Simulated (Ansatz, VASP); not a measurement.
# CaAl2Si6O16: VASP beside Ansatz

One calculation is typed for both programs; each brings its own data sets. How far apart do they land? Of the first pair: The structure shown is frame 98 of Ansatz's trajectory.

Method: plane waves, with VASP 6.6.1 beside it; single point at PBE, in Ansatz 0.2.0.

## 1. The starting structure

The cell holds 100 atoms: 8 Al, 4 Ca, 64 O and 24 Si. Cell: a = 10.970 Å, b = 10.970 Å, c = 10.970 Å, α = 90.0°, β = 90.0°, γ = 90.0°. As first built, before any earlier steps moved the atoms (in the runner's words): 100 atoms (8 Al, 4 Ca, 64 O, 24 Si) placed at random at 2.61 g/cm^3, melted at 4500 K for 20 ps at fixed volume with the Morse and Coulomb pair potential with partial charges (Pedone, Malavasi, Menziani, Cormack and Segre, J. Phys. Chem. B 110, 11780 (2006)). Quenched from 4500 K to 300 K at 10 K/ps and fixed volume, held 5 ps.

## 2. Ansatz: dynamics, PBE

Ansatz runs on its default PAW (the set named soft_2) files.

One frame of this run of dynamics is then solved in both programs, so the motion causes no difference.

File input.yaml:

```yaml
crystal:
  lattice:
    - [10.9699, 0.0, 0.0]
    - [0.0, 10.9699, 0.0]
    - [0.0, 0.0, 10.9699]
  atoms:
    - { symbol: Al, position: [0.17482, 0.70882, 0.40523] }
    - { symbol: Al, position: [0.05976, 0.35717, 0.53534] }
    - { symbol: Al, position: [0.25011, 0.27452, 0.67423] }
    - { symbol: Al, position: [0.88308, 0.85172, 0.91072] }
    - { symbol: Al, position: [0.62663, 0.68315, 0.88345] }
    - { symbol: Al, position: [0.09866, 0.07944, 0.52112] }
    - { symbol: Al, position: [0.87346, 0.02067, 0.15688] }
    - { symbol: Al, position: [0.77896, 0.74725, 0.10321] }
    - { symbol: Ca, position: [0.57067, 0.61455, 0.19918] }
    - { symbol: Ca, position: [0.40191, 0.55815, 0.84559] }
    - { symbol: Ca, position: [0.454, 0.744, 0.52396] }
    - { symbol: Ca, position: [0.78664, 0.2675, 0.49969] }
    - { symbol: O, position: [0.92904, 0.41391, 0.5796] }
    - { symbol: O, position: [0.77423, 0.63827, 0.49593] }
    - { symbol: O, position: [0.9644, 0.4322, 0.20472] }
    - { symbol: O, position: [0.22105, 0.7761, 0.02707] }
    - { symbol: O, position: [0.07591, 0.32817, 0.96861] }
    - { symbol: O, position: [0.15902, 0.11184, 0.93361] }
    - { symbol: O, position: [0.01813, 0.45751, 0.78772] }
    - { symbol: O, position: [0.60794, 0.59196, 0.7566] }
    - { symbol: O, position: [0.51996, 0.80063, 0.87412] }
    - { symbol: O, position: [0.36968, 0.16035, 0.67734] }
    - { symbol: O, position: [0.28574, 0.59142, 0.41908] }
    - { symbol: O, position: [0.64925, 0.80357, 0.17996] }
    - { symbol: O, position: [0.94116, 0.182, 0.83647] }
    - { symbol: O, position: [0.37153, 0.20442, 0.95184] }
    - { symbol: O, position: [0.75571, 0.45624, 0.34889] }
    - { symbol: O, position: [0.1327, 0.2271, 0.58917] }
    - { symbol: O, position: [0.13179, 0.22175, 0.21619] }
    - { symbol: O, position: [0.06768, 0.36268, 0.38262] }
[... 64 atom lines left out ...]
    - { symbol: Si, position: [0.68164, 0.5311, 0.45794] }
    - { symbol: Si, position: [0.82924, 0.46764, 0.21964] }
    - { symbol: Si, position: [0.15466, 0.73191, 0.90695] }
    - { symbol: Si, position: [0.54907, 0.90817, 0.1749] }
    - { symbol: Si, position: [0.86074, 0.99371, 0.43765] }
    - { symbol: Si, position: [0.4314, 0.3029, 0.35779] }
kpoints:
  mp_grid: { grid: [1, 1, 1] }
hamiltonian:
  xc: pbe
scf:
  occupations: { method: fixed }
output:
  forces: true
md:
  timestep: 1.0
  n_steps: 294
  ensemble: nvt_langevin
  temperature: 300
  initial_velocities: maxwell_boltzmann
  seed: 4582
```

On the command line:

```sh
ansatz run input.yaml --threads 4 --pin off --max-ram 8192MiB --backend cpu --events-out ev --progress --plain --runs-dir out
```

Numbers of over 12 decimals in the logs are rounded to 6 here.

The log of the run:

```text
Warning: md: disabling space-group detection — thermal motion breaks the input geometry's symmetry, so no spatial operation reduces the k-mesh or symmetrises the density; time reversal is kept, so that k and −k are solved as one point where they differ and the mesh holds both, and exact exchange and, on two spinor components, a DFT+U term hold to it where the run has them: on two components no moment then forms, and  [...]
Engine: ansatz 0.2.0, aarch64-unknown-linux-gnu
Pseudopotentials: kind: paw
Pseudopotential: Al, paw, valence charge 3, recommended cutoff 420 eV (normal), Al.paw.azcp
Pseudopotential: Ca, paw, valence charge 10, recommended cutoff 420 eV (normal), Ca.paw.azcp
Pseudopotential: O, paw, valence charge 6, recommended cutoff 420 eV (normal), O.paw.azcp
Pseudopotential: Si, paw, valence charge 4, recommended cutoff 420 eV (normal), Si.paw.azcp
Functional definition: PBE
  parameter kappa = 0.804
  parameter beta = 0.066725
  exchange = pbe_x(kappa = kappa, mu = beta*pi^2/3)
  correlation = pbe_c(beta = beta)
Crystal: 100 atoms, lattice volume = 1320.104 Å³
Basis set: ecut = 420 eV, 25725 PW (Γ), exchange–correlation on 150×150×150 points (8 copies of the dense FFT grid, shifted against one another)
Bands: 372, of which v1, the nominal top of the filled ones, is band 272 counted from 1 (271 counted from 0)
Symmetry: 1 space group operations
k-points: 1
Non-local potential: Al, projectors of the file, l = 0: 2, l = 1: 2, l = 2: 1
Non-local potential: Ca, projectors of the file, l = 0: 3, l = 1: 2, l = 2: 2
Non-local potential: O, projectors of the file, l = 0: 2, l = 1: 2, l = 2: 1
Non-local potential: Si, projectors of the file, l = 0: 2, l = 1: 2, l = 2: 2
PAW form: soft (Blöchl's): semilocal exchange-correlation on the pseudo side does not see the compensation charge
PAW one-centre angular grid: Al, 110 points (default); XC on 64 Gauss nodes
PAW one-centre angular grid: Ca, 110 points (default); XC on 64 Gauss nodes
PAW one-centre angular grid: O, 110 points (default); XC on 64 Gauss nodes
PAW one-centre angular grid: Si, 110 points (default); XC on 64 Gauss nodes
Initial density: superposition of atomic densities (neutral atoms: chi_scale 0, normalization atom), corrected by the library's trained network
Initial wavefunctions: pseudopotential atomic-orbital guess
Functional: x = pbe(κ = 0.804, μ = 0.219515), c = pbe(β = 0.066725)
SCF iter   1: F=—  HF=-63250.507029 eV  |F-HF|=—  |Δ(HF+E_count)|=         —  Δρ=2.41e-3  dr2=1.19e-1  ethr=1.77e-3  ⟨swp⟩=6.0  Hψ=1334  notcnv=0  defer=98
preconditioner: auto → Resta (q_TF=auto, 2.354 Å⁻¹)  ε∞=3.1  [insulator: Δε(μ)=3.119 eV  Ē_g=16.267 eV  n_scr=256 (ndim 8)  ℏωp=23.7 eV  f_vac=0.127  ε∞_Penn≈3.1]
SCF iter   2: F=—  HF=-63250.499282 eV  |F-HF|=—  |Δ(HF+E_count)|=   7.75e-3  Δρ=1.28e-3  dr2=2.95e-2  ethr=2.19e-5  ⟨swp⟩=4.0  Hψ=579  notcnv=0  defer=98
SCF iter   3: F=—  HF=-63250.498707 eV  |F-HF|=—  |Δ(HF+E_count)|=   5.75e-4  Δρ=6.13e-4  dr2=8.60e-3  ethr=5.43e-6  ⟨swp⟩=3.0  Hψ=477  notcnv=0  defer=81
automatic band count: iteration 3 solves 355 bands in place of 372: the levels show a gap, and the empty bands left out lie too high to hold charge; the band table lists the bands solved (type scf.n_extra_bands for more)
SCF iter   4: F=—  HF=-63250.497486 eV  |F-HF|=—  |Δ(HF+E_count)|=   1.22e-3  Δρ=2.40e-4  dr2=8.20e-4  ethr=1.58e-6  ⟨swp⟩=3.0  Hψ=480  notcnv=0  defer=81
SCF iter   5: F=—  HF=-63250.497452 eV  |F-HF|=—  |Δ(HF+E_count)|=   3.39e-5  Δρ=1.37e-4  dr2=2.23e-4  ethr=1.51e-7  ⟨swp⟩=3.0  Hψ=476  notcnv=0  defer=81
SCF iter   6: F=—  HF=-63250.497476 eV  |F-HF|=—  |Δ(HF+E_count)|=   2.34e-5  Δρ=3.24e-5  dr2=1.36e-5  ethr=4.10e-8  ⟨swp⟩=3.0  Hψ=475  notcnv=0  defer=81
SCF iter   7: F=—  HF=-63250.495645 eV  |F-HF|=—  |Δ(HF+E_count)|=   1.83e-3  Δρ=1.75e-5  dr2=3.33e-6  ethr=2.50e-9  ⟨swp⟩=3.0  Hψ=630  notcnv=0  defer=81
SCF iter   8: F=—  HF=-63250.495646 eV  |F-HF|=—  |Δ(HF+E_count)|=   1.15e-6  Δρ=7.02e-6  dr2=5.71e-7  ethr=6.13e-10  ⟨swp⟩=2.0  Hψ=510  notcnv=0  defer=81
SCF iter   9: F=-63250.495647 eV  HF=-63250.495647 eV  |F-HF|=1.67e-8  |Δ(HF+E_count)|=   2.82e-7  Δρ=2.07e-6  dr2=5.79e-8  ethr=1.84e-11  ⟨swp⟩=5.0  Hψ=1106  notcnv=0
SCF 1 converged in 9 iterations: F = -63250.495647 eV  dr2 = 5.79e-8
  greatest PAW one-centre occupation: 0.995 electrons in one spin orbital (limit 2), on the Ca atom at site 8 (counted from 0), in its partial waves of l = 0
md step     0: t =     0.00 fs  T =   297.0 K  F+E_penalty+E_count = -63250.49564660 eV  E_kin = 3.839022 eV  (9 SCF iters)
[...]
md step   291: t =   291.00 fs  T =   313.5 K  F+E_penalty+E_count = -63254.71802971 eV  E_kin = 4.051757 eV  (6 SCF iters)
[...]
md step   292: t =   292.00 fs  T =   326.3 K  F+E_penalty+E_count = -63254.74682926 eV  E_kin = 4.218392 eV  (6 SCF iters)
[...]
md step   293: t =   293.00 fs  T =   334.6 K  F+E_penalty+E_count = -63254.78023485 eV  E_kin = 4.325177 eV  (6 SCF iters)
[...]
md step   294: t =   294.00 fs  T =   333.1 K  F+E_penalty+E_count = -63254.81144142 eV  E_kin = 4.305361 eV  (8 SCF iters)
SCF converged after 8 iterations
Free energy (F): -63254.811441 eV
Harris-Foulkes:  -63254.811441 eV  (|F-HF|=1.80e-9)
Internal energy: -63254.811441 eV  (E = F + TS)
E sigma→0 (E₀):  -63254.811441 eV
Fermi energy:    4.166463 eV
--- Per-component energies (eV) ---
  E_band       = -2513.467562
  E_kinetic    = 13779.906566
  E_local      = -36311.027386  (includes V_loc(G=0)·N_el)
  E_nonlocal   = 3973.774114
  E_hartree    = 13433.858418
  E_xc         = -6962.153458
  E_vxc        = -8129.270809  (∫ρ·V_xc dr)
  E_paw        = -29649.359155  (= ΣΔE_a)
  E_vpaw       = -2694.733285  (= ΣTr[D̂ρ^β])
  E_aug_tail   = 0.162690  (compensation charges beyond the density's cutoff)
  E_ewald      = -21519.973230
  E_smearing   = -0.000000  (= −TS)
  E_closure    = -0.000000  (closes the sum)
  Σ components = -63254.811441   (vs F -63254.811441, Δ=0.00e0)
--- Forces (eV/Å), atoms counted from 1 ---
  atom   1  Al     0.90411521     0.08202646    -0.21834437
  atom   2  Al     1.24591926    -1.20620962     2.64106573
  atom   3  Al    -0.51569674    -0.40337273     0.86474957
  atom   4  Al     0.57016524    -0.81081523     0.21857651
  atom   5  Al     0.51962955    -0.42228463     0.19026705
  atom   6  Al    -0.12740541     0.64911037     1.98804120
  atom   7  Al    -1.36611910    -1.53487384    -0.45186884
  atom   8  Al     0.09818374     0.34180303    -0.28355654
  atom   9  Ca     0.18873741     0.25393805    -0.35952479
  atom  10  Ca     0.20965800     0.40382368     0.17852730
  atom  11  Ca    -0.00718930    -0.45399845    -0.04301980
  atom  12  Ca     0.06695961     0.06257440     0.20329732
  atom  13  O     -1.62600831     1.01190520     1.58962296
  atom  14  O     -0.68130664    -0.92462587    -0.52812944
  atom  15  O     -0.30777914     0.06937136    -0.03720985
  atom  16  O     -0.60541050     0.00587108    -0.78691843
  atom  17  O      0.49184215     1.75691604    -0.66342324
  atom  18  O     -1.39128535     0.72797999     0.38384276
  atom  19  O     -0.89652743    -0.50877868    -0.71508101
  atom  20  O     -0.69930757    -1.56060550    -0.32298481
  atom  21  O      0.00599690    -0.30493157    -0.31055078
  atom  22  O      0.33529813     0.58240299    -0.21178420
  atom  23  O     -0.39268394     0.63813511    -0.61919288
  atom  24  O      0.86014323    -0.64953482     0.28250339
[...]
atom  93  Si    -0.76790699    -0.07782554     0.97256811
  atom  94  Si    -0.71760407     0.14013866    -0.79890517
  atom  95  Si     0.02745704    -0.81336300     0.47752893
  atom  96  Si     0.79482018     0.79494384    -1.79028371
  atom  97  Si    -0.72538586     1.43388734     0.69072097
  atom  98  Si    -1.98236795     0.18822558    -0.72582185
  atom  99  Si    -0.51401704     0.76524981     1.03586490
  atom 100  Si     0.36338509    -1.16053552    -0.20629721
  max |Σ_I F_I| component: 9.98e-5 eV/Å
--- MD trajectory: 294 steps, t = 0.0 → 294.0 fs ---
  final state: T = 333.1 K   F+E_penalty+E_count = -63254.81144142 eV   E_kin = 4.305361 eV
```

## 3. VASP: single point, PBE, pair 1

The same cell, functional and mesh now go to VASP, with its own data sets.

Lines of VASP's logs that name or quote its potential files are left out, and so is its time.

File INCAR:

```
SYSTEM = CaAl2Si6O16
PREC = Accurate
ENCUT = 520
EDIFF = 1E-06
NELM = 120
ISMEAR = 0
SIGMA = 0.01
LREAL = Auto
ALGO = Normal
GGA = PE
NBANDS = 344
LORBIT = 11
LWAVE = .FALSE.
LCHARG = .FALSE.
ISIF = 2
LASPH = .TRUE.
GGA_COMPAT = .FALSE.
EFERMI = MIDGAP
NCORE = 2
```

File POSCAR:

```
CaAl2Si6O16
1.0
   10.9699000000      0.0000000000      0.0000000000
    0.0000000000     10.9699000000      0.0000000000
    0.0000000000      0.0000000000     10.9699000000
Al Ca O Si
8 4 64 24
Direct
    0.1661181962      0.7002069299      0.4040602011
    0.0743397843      0.3497479467      0.5357569349
    0.2633387725      0.2745786197      0.6891129363
    0.8925149728      0.8693880528      0.9161432648
    0.6122298289      0.6925040338      0.8904456741
    0.1031367651      0.0732185344      0.5379720873
    0.8849396986      0.0442848157      0.1509494161
    0.7864793663      0.7671993364      0.1033737773
    0.5746907447      0.5818649213      0.1872578601
    0.3905413905      0.5688292510      0.8454498218
    0.4589467543      0.7245918377      0.5219464170
    0.7772632385      0.2404762122      0.5194669049
    0.9300722887      0.3982260549      0.5936517197
    0.7588400988      0.6630142481      0.4842250157
    0.9604554280      0.4338143465      0.1978960610
    0.2343230111      0.7700070192      0.0218962798
    0.0878038998      0.3336766971      0.9817682932
    0.1776132873      0.1179773745      0.9015670152
    0.0203648165      0.4860937657      0.7945833599
    0.5923481527      0.6055661401      0.7503714710
    0.5077348016      0.8066436339      0.8472000656
    0.3873873053      0.1789897811      0.6639167176
    0.2728374917      0.5711355619      0.4127840728
    0.6542994922      0.7893964393      0.1789350860
    0.9690607936      0.2009498719      0.8243192736
    0.3829114213      0.1989352683      0.9383677153
    0.7664974157      0.4528664801      0.3612521536
    0.1500834101      0.2143957557      0.5833872688
    0.1058077102      0.2228826152      0.2177868531
    0.0813772231      0.3913162381      0.3903317259
[... 64 atom lines left out ...]
    0.6832605584      0.5353102581      0.4605693762
    0.8221770481      0.4797947110      0.2149700544
    0.1538664892      0.7225316548      0.9056873809
    0.5487470260      0.8952679605      0.1579230440
    0.8567443641      0.9841839944      0.4345891941
    0.4330212673      0.3025369420      0.3681984339
```

File KPOINTS:

```
Automatic mesh
0
Gamma
1 1 1
0 0 0
```

The projector-augmented-wave data sets are Al, Ca_sv, O and Si (PBE family, release 64).

On the command line:

```sh
mpirun -np 8 vasp_gam
```

The log of the run:

```text
[banner, memory and clock lines left out]
running    8 mpi-ranks, on    1 nodes
[...]
LDA part: xc-table for (Slater+PW92), standard interpolation
 POSCAR, INCAR and KPOINTS ok, starting setup
[...]
entering main loop
       N       E                     dE             d eps       ncg     rms          rms(c)
DAV:   1     0.546452857619E+04    0.54645E+04   -0.31987E+05   688   0.157E+03
DAV:   2    -0.335204775034E+03   -0.57997E+04   -0.55758E+04   856   0.398E+02
DAV:   3    -0.847103203390E+03   -0.51190E+03   -0.50821E+03   816   0.129E+02
DAV:   4    -0.863097375193E+03   -0.15994E+02   -0.15930E+02   864   0.216E+01
[...]
DAV:  17    -0.755242126640E+03    0.63260E-05   -0.67912E-05   904   0.240E-02    0.124E-02
DAV:  18    -0.755242126255E+03    0.38473E-06   -0.29672E-05   808   0.129E-02    0.877E-03
DAV:  19    -0.755242125463E+03    0.79240E-06   -0.38065E-06   712   0.621E-03
   1 F= -.75524213E+03 E0= -.75524213E+03  d E =0.000000E+00
```

From OUTCAR (step 3):

```text
  Total       17.0070574     -9.6430599    -25.4244330      5.7429743     14.6762990     24.8795583
  in kB       20.6410485    -11.7035453    -30.8570108      6.9701071     17.8122641     30.1957098
  external PRESSURE =      -7.3065025 kB  Pullay stress =       0.0000000 kB

 POSITION                                       TOTAL-FORCE (eV/Angst)
 -----------------------------------------------------------------------------------
      1.82230      7.68120      4.43250         0.149852     -0.373036      1.375697
      0.81550      3.83670      5.87720        -0.654356      0.617551      0.781779
      2.88880      3.01210      7.55950        -0.037747      0.358264     -0.892919
      9.79080      9.53710     10.05000        -0.321853     -0.136774      0.113956
      6.71610      7.59670      9.76810         1.560356      0.716028      0.265166
      1.13140      0.80320      5.90150        -1.183489     -1.084510     -1.625674
      9.70770      0.48580      1.65590         0.253384      0.051148     -0.264024
[...]
9.83080     10.74470      3.20420         0.087069     -0.490049      2.219265
      8.77870      6.79320      1.85620         0.561399     -0.579541      0.499052
      5.43040      0.11220      5.63160         0.647302      0.867251      0.667551
      3.81520     10.52130     10.25000         0.564052      0.634527      0.110271
      2.12910      8.29860      2.86970         0.057072      0.167900     -0.488618
     10.31230      0.99060      5.54850        -0.153276     -0.568458     -0.291754
[...]
-----------------------------------------------------------------------------------
    total drift:                                0.000034     -0.007850      0.020601

  FREE ENERGIE OF THE ION-ELECTRON SYSTEM (eV)
  ---------------------------------------------------
  free  energy   TOTEN  =      -755.2421254627 eV

  energy  without entropy=     -755.2421254627  energy(sigma->0) =     -755.24212546

[... 3 further parts left out ...]
[key lines of the parts left out:]
E-fermi :   3.9219
```

The run ends at a pressure of -0.73 GPa, with forces up to 4.1 eV/Å.

## 4. Comparison

Known differences besides the potentials themselves: fixed occupations in Ansatz, narrow Gaussian smearing in VASP; the cutoff is 420 eV in Ansatz and 520 eV in VASP (PREC = Accurate, projectors in real space). Total energies have different zeros and are not compared.

Forces on 10 of the 100 atoms, those with the largest forces and the largest differences (eV/Å; atoms numbered as in POSCAR):

```
atom          Ansatz x, y, z            VASP x, y, z
 Ca9     0.412, 0.128, 0.608     0.434, 0.106, 0.685
 O24    -2.592, 2.087, 0.891    -2.583, 2.090, 0.895
 O34   0.689, -2.312, -2.425   0.682, -2.319, -2.432
 O54  -0.783, -0.970, -0.065   -0.821, -0.997, 0.010
 O59     1.340, 1.569, 2.001     1.367, 1.594, 2.068
 O63    -1.887, 0.904, 0.130    -1.963, 0.948, 0.130
 O65   -0.120, -2.890, 0.923   -0.108, -2.953, 0.957
 O73   -2.239, 0.823, -3.258   -2.281, 0.825, -3.268
Si77    2.947, -1.339, 0.048    2.944, -1.301, 0.072
Si91  -1.724, -0.947, -2.562  -1.752, -0.908, -2.626
```

The forces differ by 27 meV/Å r.m.s., which is 2.9 % of the r.m.s. force of 0.942 eV/Å (both taken over all components).

## 5. Ansatz: dynamics, PBE

One frame of this run of dynamics is then solved in both programs, so the motion causes no difference.

The structure compared here is frame 196 of Ansatz's trajectory.

input.yaml is that of step 2.

On the command line:

```sh
ansatz run input.yaml --threads 4 --pin off --max-ram 8192MiB --backend cpu --events-out ev --progress --plain --runs-dir out
```

The log of the run:

```text
[...]
Crystal: 100 atoms, lattice volume = 1320.104 Å³
Basis set: ecut = 420 eV, 25725 PW (Γ), exchange–correlation on 150×150×150 points (8 copies of the dense FFT grid, shifted against one another)
Bands: 372, of which v1, the nominal top of the filled ones, is band 272 counted from 1 (271 counted from 0)
Symmetry: 1 space group operations
k-points: 1
[...]
atom   7  Al    -1.36611910    -1.53487384    -0.45186884
  atom   8  Al     0.09818374     0.34180303    -0.28355654
[...]
atom  97  Si    -0.72538586     1.43388734     0.69072097
  atom  98  Si    -1.98236795     0.18822558    -0.72582185
  atom  99  Si    -0.51401704     0.76524981     1.03586490
  atom 100  Si     0.36338509    -1.16053552    -0.20629721
  max |Σ_I F_I| component: 9.98e-5 eV/Å
--- MD trajectory: 294 steps, t = 0.0 → 294.0 fs ---
[...]
[key lines of the parts left out:]
SCF converged after 8 iterations
Free energy (F): -63254.811441 eV
Fermi energy:    4.166463 eV
```

(Part 1 of 2 ends here.)

[Lines on the potential files, build, host, timing and source positions are cut from VASP's logs without a mark.]

[Logs are printed without paths, hosts, clocks, repeated set-up lines and the standing remarks that a program may print on its own settings, such as how far it seeks lower states.]

[Hosts, paths, dates, database ids (printed as entryN), source tags and the programs' standing remarks are cut or masked in the printed files.]
